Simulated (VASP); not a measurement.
Wanted: the native input for a VASP 6.6.1 run.

- Task: single point
- Functional: PBE
- Potentials or basis: VASP PAW PBE potentials, release 64 (Ca_sv, Si, Ag)
- Cutoff: 520 eV
- k mesh: 2 × 3 × 2
- Occupations: fermi-dirac, width 0.05 eV
- Spin: no spin polarisation
- Dipole correction: no
- Further INCAR settings: ALGO = Fast; EDIFF = 1e-06; NBANDS = 55

The structure of Ca2Si3Ag lies in POSCAR:

```
Ca2Si3Ag
1.0
    7.4709490000      1.4503910000      1.2156190000
    0.0996690000      5.7217800000      0.2953480000
   -0.4322470000     -1.0902980000      6.8499120000
Ca Si Ag
4 6 2
Direct
    0.4804204564      0.6589239826      0.4909369470
    0.6675528227      0.0444434446      0.2544187170
    0.0275856439      0.8164539464      0.4886745008
    0.2296657349      0.2517301710      0.4112965198
    0.1016059926      0.2774300462      0.0342127630
    0.0637478209      0.8469393530      0.9094182661
    0.3652470365      0.8194376787      0.9408960996
    0.8091005841      0.2638989225      0.9106893546
    0.8094014117      0.3368165439      0.5509114822
    0.4336744290      0.4557413720      0.1067903969
    0.4957701671      0.1842999740      0.7395716524
    0.7359063173      0.7433812241      0.8207891051
```

The cell was built by a generator and needn't be a form met in nature.

These files were run (other wordings do the same):

INCAR

```
PREC = Accurate
ENCUT = 520
EDIFF = 1E-6
ISMEAR = -1
SIGMA = 0.05
LREAL = F
LASPH = T
NELM = 60
ALGO = Fast
ISIF = 2
LWAVE = F
LCHARG = T
GGA = PE
LELF = T
LVHAR = T
NBANDS = 55
```

KPOINTS

```
regular mesh
0
Gamma
  2 3 2
```

Potentials or basis: VASP PAW PBE potentials, release 64 (Ca_sv, Si, Ag).

Launch:

```sh
$ cat potpaw_PBE.64/Ca_sv/POTCAR potpaw_PBE.64/Si/POTCAR potpaw_PBE.64/Ag/POTCAR > POTCAR
$ mpirun -np 1 vasp_std > vasp.out
```

It gave:

| Quantity | Value |
| --- | --- |
| Pressure | -1.6 GPa |
| Largest force | 1.107 eV/Å |
| Band gap on the k mesh | none (metal or under the smearing width) |

Caveat: the k mesh is coarse (spacing up to 0.46 Å⁻¹), so the values aren't converged.

It took 9 min on 1 thread of AMD EPYC 7R13 Processor (Zen 3), on a shared host, peak memory 0.42 GiB.
